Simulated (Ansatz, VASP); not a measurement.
# Cross-check of AlGa45O69 (glassy Ga2O3) between VASP and Ansatz, part 2 of 2

Wanted: the spread between two codes on one cell, functional and k mesh. Of the first pair: The structure shown is the start of the Ansatz relaxation below; VASP solves that cell, so the two are compared at the walk's first step.

VASP 6.6.1 and Ansatz 0.2.0.

So far. Step 3 (VASP: single point, PBE, start cell, pair 1): The run ends at a pressure of -4.43 GPa, with forces up to 1.5 eV/Å.

## 5. Ansatz: relaxation, PBE

Level of this step: Ansatz beside VASP: Kohn-Sham DFT, plane waves, PBE (Ansatz).

This run makes the geometry at which the two programs are then compared.

The structure compared here is the end of the Ansatz relaxation.

Input file input.yaml:

```yaml
crystal:
  lattice:
    - [11.0541, 0.0, 0.0]
    - [0.0, 11.0541, 0.0]
    - [0.0, 0.0, 11.0541]
  atoms:
    - { symbol: Ga, position: [0.40652, 0.68929, 0.64533] }
    - { symbol: Ga, position: [0.44452, 0.26461, 0.06912] }
[... 9 atom lines left out ...]
    - { symbol: Ga, position: [0.0375, 0.18133, 0.62408] }
[... 4 atom lines left out ...]
    - { symbol: Ga, position: [0.03742, 0.87699, 0.22187] }
[... 2 atom lines left out ...]
    - { symbol: Ga, position: [0.95452, 0.28277, 0.0539] }
    - { symbol: Ga, position: [0.27022, 0.99685, 0.66227] }
    - { symbol: Ga, position: [0.97893, 0.44634, 0.2764] }
    - { symbol: Ga, position: [0.95467, 0.1351, 0.3308] }
[... 1 atom line left out ...]
    - { symbol: Ga, position: [0.25313, 0.48767, 0.46754] }
    - { symbol: Ga, position: [0.99731, 0.9248, 0.53442] }
[... 2 atom lines left out ...]
    - { symbol: Al, position: [0.21128, 0.21278, 0.35102], spin: 0.6 }
[... 3 atom lines left out ...]
    - { symbol: Ga, position: [0.82171, 0.70393, 0.27467] }
[... 1 atom line left out ...]
    - { symbol: Ga, position: [0.67648, 0.82613, 0.78403] }
    - { symbol: Ga, position: [0.62154, 0.23981, 0.34879] }
    - { symbol: Ga, position: [0.82641, 0.38941, 0.50193] }
    - { symbol: Ga, position: [0.21787, 0.80486, 0.43871] }
[... 2 atom lines left out ...]
    - { symbol: Ga, position: [0.72685, 0.17247, 0.0634] }
[... 1 atom line left out ...]
    - { symbol: Ga, position: [0.55435, 0.73209, 0.2855] }
[... 2 atom lines left out ...]
    - { symbol: Ga, position: [0.75541, 0.0903, 0.57986] }
    - { symbol: O, position: [0.16647, 0.93593, 0.54592] }
[... 2 atom lines left out ...]
    - { symbol: O, position: [0.15885, 0.63158, 0.47989] }
[... 11 atom lines left out ...]
    - { symbol: O, position: [0.39478, 0.54401, 0.38935] }
    - { symbol: O, position: [0.97808, 0.45635, 0.45084] }
    - { symbol: O, position: [0.08837, 0.52049, 0.16269] }
[... 2 atom lines left out ...]
    - { symbol: O, position: [0.98263, 0.03095, 0.20588] }
    - { symbol: O, position: [0.20123, 0.15104, 0.69619] }
[... 4 atom lines left out ...]
    - { symbol: O, position: [0.12377, 0.27579, 0.02558] }
[... 4 atom lines left out ...]
    - { symbol: O, position: [0.52108, 0.31904, 0.46567] }
[... 1 atom line left out ...]
    - { symbol: O, position: [0.85839, 0.24817, 0.59717] }
    - { symbol: O, position: [0.22872, 0.10006, 0.2204], spin: 0.6 }
[... 2 atom lines left out ...]
    - { symbol: O, position: [0.35589, 0.93715, 0.05512] }
[... 1 atom line left out ...]
    - { symbol: O, position: [0.34783, 0.41448, 0.09129] }
    - { symbol: O, position: [0.29811, 0.38133, 0.59051] }
    - { symbol: O, position: [0.5297, 0.92316, 0.25957] }
[... 1 atom line left out ...]
    - { symbol: O, position: [0.34725, 0.13921, 0.42215], spin: 0.6 }
    - { symbol: O, position: [0.07572, 0.19044, 0.45022], spin: 0.6 }
    - { symbol: O, position: [0.29771, 0.86407, 0.29601] }
    - { symbol: O, position: [0.46691, 0.12477, 0.17039] }
    - { symbol: O, position: [0.24138, 0.377, 0.32912], spin: 0.6 }
[... 1 atom line left out ...]
    - { symbol: O, position: [0.89048, 0.0466, 0.47043] }
[... 5 atom lines left out ...]
    - { symbol: O, position: [0.43381, 0.04292, 0.62542] }
    - { symbol: O, position: [0.32847, 0.17952, 0.95894] }
    - { symbol: O, position: [0.98007, 0.28065, 0.23362] }
    - { symbol: O, position: [0.53542, 0.34875, 0.21858] }
[... 5 atom lines left out ...]
    - { symbol: O, position: [0.05162, 0.82871, 0.38295] }
[... 3 atom lines left out ...]
    - { symbol: O, position: [0.97322, 0.02927, 0.69076] }
magnetization:
  spin_polarized: true
kpoints:
  mp_grid: { grid: [1, 1, 1] }
hamiltonian:
  xc: pbe
scf:
  occupations: { method: fermi_dirac, width: 0.025 }
  lower_state_search: "off"
output:
  forces: true
  eigenvalues: true
relax:
  f_tol: 0.05
  max_steps: 90
```

Launch:

```
ansatz run input.yaml --threads 4 --pin off --max-ram 8192MiB --backend cpu --events-out ev --progress --plain --runs-dir out
```

Numbers of over 12 decimals in the logs are rounded to 6 here.

The program printed:

```text
[...]
Crystal: 115 atoms, lattice volume = 1350.735 Å³
Basis set: ecut = 420 eV, 26529 PW (Γ), exchange–correlation on 150×150×150 points (8 copies of the dense FFT grid, shifted against one another)
Bands: 618, of which v1, the nominal top of the filled ones, is band 501 counted from 1 (500 counted from 0)
Symmetry: 1 space group operations
[...]
k-points: 1
[...]
Starting moments: Σ|m| = 3 μB on 5 of 115 sites
[...]
- { symbol: O, position: [0.748611, 0.412750, 0.819115] }
    - { symbol: O, position: [0.699325, 0.918354, 0.625887] }
    - { symbol: O, position: [0.159025, 0.630314, 0.479620] }
    - { symbol: O, position: [0.616363, 0.570559, 0.326895] }
    - { symbol: O, position: [0.497573, 0.551561, 0.618086] }
    - { symbol: O, position: [0.917428, 0.776783, 0.143937] }
    - { symbol: O, position: [0.135242, 0.584585, 0.941708] }
[...]
- { symbol: O, position: [0.694342, 0.984563, 0.074933] }
    - { symbol: O, position: [0.142392, 0.780338, 0.116261] }
    - { symbol: O, position: [0.988167, 0.566590, 0.702714] }
    - { symbol: O, position: [0.973616, 0.028704, 0.690680] }
```

## 6. VASP: single point, PBE, relaxed cell, pair 2

The same cell, functional, mesh and smearing now go to VASP, with its own data sets.

Input file INCAR:

```
SYSTEM = AlGa45O69
PREC = Accurate
ENCUT = 520
EDIFF = 1E-06
NELM = 200
ISMEAR = -1
SIGMA = 0.025
LREAL = Auto
ALGO = Normal
GGA = PE
NBANDS = 592
ISPIN = 2
MAGMOM = 0 -0 0 -0 -0 -0 -0 -0 0 0 0 0 0 0 0 0 0 0 0 0 -0 0 0 -0 -0 0 0 0 -0 -0 0 0 -0 0 -0 -0 0 0 0 0 -0 0 -0 0 0 0 -0 -0 -0 -0 -0 -0 0 -0 0 -0 0 -0 0 -0 0 0 0 0 -0 -0 -0 -0 -0 -0 -0 -0 0 0 -0 0 -0 0 -0 -0 -0 0 -0 -0 -0 0 0 0 0 0 -0 -0 -0 0 -0 -0 -0 -0 0 -0 -0 0 -0 -0 -0 -0 -0 0 -0 0 -0 0 0 -0 -0
LORBIT = 11
LWAVE = .FALSE.
LCHARG = .FALSE.
ISIF = 2
LASPH = .TRUE.
GGA_COMPAT = .FALSE.
NCORE = 4
```

Input file POSCAR:

```
AlGa45O69
1.0
   11.0541000000      0.0000000000      0.0000000000
    0.0000000000     11.0541000000      0.0000000000
    0.0000000000      0.0000000000     11.0541000000
Ga Al O
45 1 69
Direct
    0.4062700000      0.6892200000      0.6453500000
    0.4441300000      0.2646000000      0.0682300000
[... 9 atom lines left out ...]
    0.0376700000      0.1805900000      0.6217700000
[... 4 atom lines left out ...]
    0.0382300000      0.8743800000      0.2225000000
[... 2 atom lines left out ...]
    0.9535600000      0.2818800000      0.0541900000
    0.2705100000      0.9971500000      0.6611700000
    0.9770000000      0.4450900000      0.2761100000
    0.9613200000      0.1336400000      0.3311600000
[... 1 atom line left out ...]
    0.2526600000      0.4861600000      0.4677200000
    0.9979000000      0.9236500000      0.5353600000
[... 2 atom lines left out ...]
    0.4092600000      0.2339500000      0.5647200000
[... 3 atom lines left out ...]
    0.1841200000      0.4360400000      0.0382400000
[... 1 atom line left out ...]
    0.6224700000      0.2401400000      0.3483100000
    0.8259200000      0.3894700000      0.5015400000
    0.2179400000      0.8044700000      0.4384400000
    0.2283200000      0.0783800000      0.0567200000
[... 2 atom lines left out ...]
    0.3752500000      0.0252900000      0.2899400000
[... 1 atom line left out ...]
    0.3908200000      0.4355900000      0.2581800000
[... 2 atom lines left out ...]
    0.2141600000      0.2113100000      0.3539400000
    0.1669200000      0.9354900000      0.5453100000
[... 2 atom lines left out ...]
    0.1590300000      0.6303100000      0.4796200000
[... 11 atom lines left out ...]
    0.3935700000      0.5418400000      0.3878300000
    0.9776300000      0.4559200000      0.4504200000
    0.0877000000      0.5181300000      0.1629900000
[... 2 atom lines left out ...]
    0.9877800000      0.0297100000      0.2055800000
    0.2012500000      0.1507700000      0.6955800000
[... 4 atom lines left out ...]
    0.1230100000      0.2735700000      0.0260800000
[... 4 atom lines left out ...]
    0.5209400000      0.3194600000      0.4645200000
[... 1 atom line left out ...]
    0.8593400000      0.2477900000      0.5955500000
    0.2288500000      0.1115800000      0.2239100000
[... 2 atom lines left out ...]
    0.3523800000      0.9408000000      0.0569200000
[... 1 atom line left out ...]
    0.3463100000      0.4130500000      0.0933100000
    0.2986000000      0.3817000000      0.5919000000
    0.5286000000      0.9243700000      0.2612000000
[... 1 atom line left out ...]
    0.3442700000      0.1430300000      0.4227800000
    0.0839800000      0.1897700000      0.4485400000
    0.2937500000      0.8690700000      0.2954000000
    0.4659700000      0.1255800000      0.1708600000
    0.2423400000      0.3687200000      0.3338700000
[... 1 atom line left out ...]
    0.8945200000      0.0476600000      0.4704000000
[... 5 atom lines left out ...]
    0.4341100000      0.0419200000      0.6240400000
    0.3275900000      0.1799800000      0.9594800000
    0.9791400000      0.2793700000      0.2339700000
    0.5357900000      0.3482900000      0.2182000000
[... 5 atom lines left out ...]
    0.0511900000      0.8263600000      0.3838400000
[... 3 atom lines left out ...]
    0.9736200000      0.0287000000      0.6906800000
```

Input file KPOINTS:

```
Automatic mesh
0
Gamma
1 1 1
0 0 0
```

Potentials, in the order of the species: Ga_d, Al and O (PBE family, release 64).

Launch:

```
mpirun -np 16 vasp_gam
```

The program printed:

```text
[... set-up lines as in an earlier step ...]
 entering main loop
       N       E                     dE             d eps       ncg     rms          rms(c)
DAV:   1     0.287459576924E+05    0.28746E+05   -0.34867E+05  2368   0.348E+03
DAV:   2     0.679909781019E+04   -0.21947E+05   -0.20854E+05  2368   0.101E+03
DAV:   3     0.276482001648E+03   -0.65226E+04   -0.61077E+04  3008   0.381E+02
DAV:   4    -0.687322105150E+03   -0.96380E+03   -0.93556E+03  2800   0.152E+02
[...]
DAV:  18    -0.671037588237E+03   -0.59165E-05   -0.13176E-04  3248   0.305E-02    0.661E-03
DAV:  19    -0.671037589556E+03   -0.13189E-05   -0.23753E-05  2584   0.210E-02    0.440E-03
DAV:  20    -0.671037589488E+03    0.68030E-07   -0.55125E-06  2048   0.149E-02
   1 F= -.67103759E+03 E0= -.67103759E+03  d E =-.291082E-07  mag=     0.0000
```

OUTCAR, selected parts (step 6):

```text
 magnetization (x)
# of ion       s       p       d       tot
------------------------------------------
    1        0.000   0.000  -0.000   0.000
    2        0.000   0.000   0.000   0.000
    3        0.000   0.000  -0.000   0.000
    4        0.000  -0.000  -0.000  -0.000
    5        0.000   0.000  -0.000   0.000
    6        0.000   0.000   0.000   0.000
[...]
113        0.000   0.000   0.000   0.000
  114        0.000   0.000   0.000   0.000
  115       -0.000   0.000   0.000   0.000
--------------------------------------------------
tot          0.000  -0.000  -0.000   0.000
```

The run ends at a pressure of -4.04 GPa, with forces up to 0.065 eV/Å.

## 7. Differences

Compared:

```tsv
quantity	Ansatz	VASP	difference
gap on the k mesh (eV)	0.924	0.900	+0.024
```

At this near-relaxed geometry the largest component of a force difference is 54 meV/Å. A gap on the mesh is an upper bound, since the band edges may lie between its points.

## 8. Summary of results

| Quantity | Value |
| --- | --- |
| r.m.s. force difference (single point, PBE, start cell, pair 1) | 18 meV/Å |
| r.m.s. force difference (single point, PBE, relaxed cell, pair 2) | 18 meV/Å |

**Reading.** The r.m.s. force difference is 18 meV/Å (single point, PBE, start cell, pair 1), beyond the 12 meV/Å picked in this series as the mark of a large difference. What causes the difference of the single point, PBE, start cell, pair 1 pair stays open here. What causes the difference of the single point, PBE, relaxed cell, pair 2 pair stays open here. How closely two codes agree says nothing of how well the functional describes the real material.

[Lines on the potential files, build, host, timing and source positions are cut from VASP's logs without a mark.]

[Logs are printed without paths, hosts, clocks, repeated set-up lines and the standing remarks that a program may print on its own settings, such as how far it seeks lower states.]

[Hosts, paths, dates, database ids (printed as entryN), source tags and the programs' standing remarks are cut or masked in the printed files.]
